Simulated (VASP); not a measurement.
```
HfB2
1.0
    1.56290    -2.70703     0.00000
    1.56290     2.70703     0.00000
    0.00000     0.00000     3.44861
Hf B
1 2
Direct
  0.00000   0.00000   0.00000
  0.33333   0.66667   0.50000
  0.66667   0.33333   0.50000
```

Computed with PBEsol GGA, VASP's PBE PAW potentials (set 64) (plane waves; VASP 6.6.1). Settings: 650 eV cut-off, 12×12×10 Γ-centred mesh, first-order Methfessel-Paxton smearing of 0.10 eV, potentials Hf_pv B.

Finite-difference elastic constants of metals are sensitive to mesh and smearing; shear constants can be off by tens of GPa.

### Question
Give the elastic stiffness tensor with the ions relaxed (GPa, in the frame of the cell).

### Answer

|  | xx | yy | zz | yz | xz | xy |
|---|---|---|---|---|---|---|
| xx | 626 | 65.7 | 136 | 0.0 | 0.0 | 0.0 |
| yy | 65.7 | 626 | 136 | 0.0 | 0.0 | 0.0 |
| zz | 136 | 136 | 474 | 0.0 | 0.0 | 0.0 |
| yz | 0.0 | 0.0 | 0.0 | 269 | 0.0 | 0.0 |
| xz | 0.0 | 0.0 | 0.0 | 0.0 | 269 | 0.0 |
| xy | 0.0 | 0.0 | 0.0 | 0.0 | 0.0 | 280 |

### Question
What does the run give for the Hill bulk modulus, Hill shear modulus, Young's modulus, Poisson's ratio?

### Answer

```
Property             Result
------------------  -------
Hill bulk modulus   266 GPa
Hill shear modulus  253 GPa
Young's modulus     576 GPa
Poisson's ratio       0.139
```

The compound is HfB2 in the AlB2 type structure. It was relaxed first.
